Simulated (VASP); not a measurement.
```
AuCu3
1.0
    3.73114     0.00000     0.00000
    0.00000     3.73114     0.00000
    0.00000     0.00000     3.73114
Cu Au
3 1
Direct
  0.00000   0.50000   0.50000
  0.50000   0.00000   0.50000
  0.50000   0.50000   0.00000
  0.00000   0.00000   0.00000
```

Calculation: vdW-DF-cx, VASP's PBE PAW potentials (set 64) (plane waves; VASP 6.6.1). Numerical set-up: 520 eV cut-off, 9×9×9 Γ-centred mesh, tetrahedra with Blöchl corrections, potentials Cu Au.

Unless said otherwise, spin-orbit coupling is left out, though it shifts the bands of the heavy elements here.

Estimate the energy per atom (σ→0), band gap (on the k-mesh) with the smallest direct gap where there is one.

The band gap (on the k-mesh) is none (metal, semimetal or under 0.01 eV) and the energy per atom (σ→0) is -1055 meV/atom.

Only differences to runs with the same potentials and settings are physical.

The compound is Cu3Au in the L1_2 structure. It was relaxed first.
